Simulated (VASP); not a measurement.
The system is Mg6SiB.

```
CELL_PARAMETERS angstrom
3.97571 0.00000 0.00000
0.00000 3.89167 4.93801
0.00000 -3.89167 4.93801
ATOMIC_POSITIONS crystal
Si 0.00000 0.94650 0.94650
Mg 0.50000 0.14036 0.14036
Mg 0.50000 0.10223 0.66365
Mg 0.50000 0.66365 0.10223
Mg 0.00000 0.37137 0.37137
Mg 0.00000 0.44420 0.81361
Mg 0.00000 0.81361 0.44420
B 0.50000 0.51809 0.51809
```

The cell comes from a database or a generator and needn't be the stable form of this composition.

| Property | Result |
| --- | --- |
| Program | VASP 6.6.1 |
| Task | single point |
| Functional | PBE |
| Potentials or basis | VASP PAW PBE potentials, release 64 (Si, Mg, B) |
| Cutoff | 520 eV |
| k mesh | 7 × 5 × 5 |
| Occupations | fermi-dirac, width 0.05 eV |
| Spin | no spin polarisation |

On this cell: pressure -0.2 GPa; largest force 0.088 eV/Å; band gap on the k mesh none (metal or under the smearing width).

The same run follows on a disturbed copy (atoms moved at random, drawn with an rms of 0.05 Å):

```
Si Mg B
1.0
     3.97571    0.00000    0.00000
     0.00000    3.89167    4.93801
     0.00000   -3.89167    4.93801
Si Mg B
1 6 1
Direct
  0.99679 0.94457 0.94263
  0.51819 0.13940 0.14430
  0.50914 0.09967 0.66252
  0.50811 0.66730 0.09590
  0.98415 0.37431 0.37140
  0.00247 0.45283 0.81795
  0.98665 0.81208 0.44778
  0.51627 0.52422 0.51496
```

Problem. What does the disturbed cell give?

Solution. The energy (extrapolated to zero smearing) moves by +11.4 meV/atom; pressure -0.1 GPa; largest force 0.661 eV/Å; band gap on the k mesh none (metal or under the smearing width).

Forces in eV/Å, atoms in the order of the input:
```
Si   0.455  0.032  0.159
Mg  -0.357  0.076 -0.050
Mg  -0.293  0.104  0.102
Mg  -0.274 -0.180  0.041
Mg   0.660 -0.021 -0.040
Mg   0.080 -0.110 -0.225
Mg   0.211  0.183 -0.053
B   -0.482 -0.083  0.066
```

Stress tensor (GPa, compression positive):
```
 0.17 -0.13 -0.15
-0.13  0.41  0.04
-0.15  0.04 -0.99
```
